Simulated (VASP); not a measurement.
Consider the following.

```
CELL_PARAMETERS angstrom
      1.78412    -3.14529     0.00000
      1.78412     3.14529     0.00000
      0.00000     0.00000     5.43156
ATOMIC_POSITIONS crystal
  Tm 0.33333 0.66667 0.25000
  Tm 0.69202 0.35868 0.75000
```

Level of theory: PBE GGA, VASP's PBE PAW potentials (set 64) (plane waves; VASP). Numerical set-up: 350 eV cut-off, 11×11×6 Γ-centred mesh, first-order Methfessel-Paxton smearing of 0.10 eV, potentials Tm_3.

The 4f electrons are frozen in the core of the lanthanide potential, so 4f levels, which can set the real gap, and their magnetism are missing.

Q: What does the run give for the energy per atom (σ→0), largest force, band gap (on the k-mesh) with the smallest direct gap where there is one?

A: 
The band gap (on the k-mesh) is none (metal, semimetal or under 0.01 eV). The energy per atom (σ→0) is -431.3 kJ/mol-atom and the largest force is 0.159 eV/Å.

The compound is Tm in the hcp structure. The cell was not relaxed at this level, atoms are displaced from their ideal sites. The run is one of a series of settings (ENCUT = 350 against the base run), some of them coarse on purpose.
